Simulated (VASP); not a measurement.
A run of VASP 6.6.1 is set up as follows.

Contents of INCAR:

```
SYSTEM = BeRu3
  PREC = Accurate
  ENCUT = 520
  EDIFF = 1E-7
  ISMEAR = -1
  SIGMA = 0.05
  LREAL = .False.
  LASPH = .True.
  NELM = 100
  ALGO = Normal
  ISIF = 2
  LWAVE = .False.
  LCHARG = .True.
  GGA = PE
  LELF = .True.
  LVHAR = .True.
  NBANDS = 30
```

File KPOINTS:

```
regular mesh
0
Gamma
  10 10 10
  0 0 0
```

File POSCAR:

```
BeRu3
1.0
   -1.8057610000      1.8057610000      3.9533950000
    1.8057610000     -1.8057610000      3.9533950000
    1.8057610000      1.8057610000     -3.9533950000
Ru Be
3 1
Direct
    0.4955140000      0.4953800000     -0.0097780000
    0.2532130000      0.7673220000      0.5018980000
    0.7565020000      0.2361990000      0.4949890000
   -0.0186250000     -0.0166520000     -0.0162140000
```

Potentials or basis: VASP PAW PBE potentials, release 64 (Ru_pv, Be).

Command:

```sh
$ cat potpaw_PBE.64/Ru_pv/POTCAR potpaw_PBE.64/Be/POTCAR > POTCAR
$ mpirun -np 1 vasp_std > vasp.out
```

Task: Predict the pressure.

Result: -1.1 GPa.

Task: Estimate the largest force.

Result: 1.183 eV/Å.

Task: Estimate the band gap on the k mesh.

Result: None (metal or under the smearing width).

Forces in eV/Å, atoms in the order of the input:
```
Ru   0.037  0.040  0.297
Ru  -0.633  0.352 -0.935
Ru   0.593 -0.456  0.268
Be   0.003  0.064  0.370
```
